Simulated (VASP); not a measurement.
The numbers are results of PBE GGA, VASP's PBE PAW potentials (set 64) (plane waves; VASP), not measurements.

The input files of a VASP run:

POSCAR:
```
Hf
9.9743060
  0.3163880274   0.0000000000   0.0000000000
 -0.1581939636   0.2740000156   0.0000000000
  0.0000000000   0.0000000000   0.5000000000
Hf
2
Cartesian
 -0.0000001248   0.1826667684   0.1250000000
  0.1581941886   0.0913332472   0.3750000000
```

**INCAR**
```
ALGO=Normal
EDIFF=1E-6
ENCUT=300
GGA=PE
ISIF=2
ISMEAR=0
LASPH=.TRUE.
LCHARG=.FALSE.
LMAXMIX=6
LREAL=.FALSE.
LWAVE=.FALSE.
NELM=100
PREC=Accurate
SIGMA=0.136
SYSTEM=Hf
```

File KPOINTS:
```
Automatic mesh
0
Gamma
 16 16 9
```

POTCAR, in this order: Hf_pv (PBE.64 set). Program: vasp_std.

At this cut-off the stress carries a Pulay error, which pulls relaxed volumes low. Unless said otherwise, spin-orbit coupling is left out, though it shifts the bands of the heavy elements here.

What does the run give for the energy per atom (σ→0), pressure, band gap (on the k-mesh)?

```
Item                                                         Value
------------------------  ----------------------------------------
energy per atom (σ→0)                               -9.907 eV/atom
band gap (on the k-mesh)  none (metal, semimetal or under 0.01 eV)
pressure                                                 46.1 kbar
```

### OSZICAR
```
...
DAV:   6    -0.200034825130E+02    0.49126E+00   -0.45448E-01  4422   0.524E+00    0.396E+01
DAV:   7    -0.198295356192E+02    0.17395E+00   -0.76420E-01  4518   0.652E+00    0.197E+00
DAV:   8    -0.198207576062E+02    0.87780E-02   -0.49973E-02  4668   0.172E+00    0.223E-01
DAV:   9    -0.198208525287E+02   -0.94923E-04   -0.10602E-03  5904   0.256E-01    0.203E-01
DAV:  10    -0.198208432418E+02    0.92869E-05   -0.71730E-05  4740   0.685E-02    0.335E-01
DAV:  11    -0.198208445485E+02   -0.13067E-05   -0.13340E-05  5208   0.284E-02    0.179E-02
DAV:  12    -0.198208451439E+02   -0.59535E-06   -0.76198E-07  3234   0.733E-03
   1 F= -.19820845E+02 E0= -.19814229E+02  d E =-.132322E-01
```

The structure comes from a computed database's Hf entry; how it stands against other phases isn't given here. The cell was not relaxed at this level, and its volume differs by -5.9 % from the start's.
